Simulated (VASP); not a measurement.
Energy against volume of CdSe (zinc blende). Method: PBE GGA with D3 dispersion (zero damping), VASP's PBE PAW potentials (set 64) (plane waves; VASP 6.6.1). Run with 520 eV cut-off, 8×8×8 Γ-centred mesh, Gaussian smearing of 0.050 eV, potentials Cd Se.

| V (Å³/atom) | E (eV/atom) |
|---|---|
| 27.811 | -2.99997 |
| 28.671 | -3.00430 |
| 29.531 | -3.00056 |
| 30.391 | -2.99009 |

**Question.** Fit these four points and predict the energy of the run at 26.951 Å³/atom.

**Answer.** A cubic in V^(−2/3), the third-order Birch-Murnaghan form, passes through the four points with V0 = 28.68 Å³/atom and B0 = 50 GPa, and gives -2.9860 eV/atom there. The run gave -2.9860 eV/atom, -0.0 meV/atom from the fit; all five points give B0 = 50 GPa.

The compound is CdSe in the zinc blende structure, whereas wurtzite is the usual form. It was relaxed first.
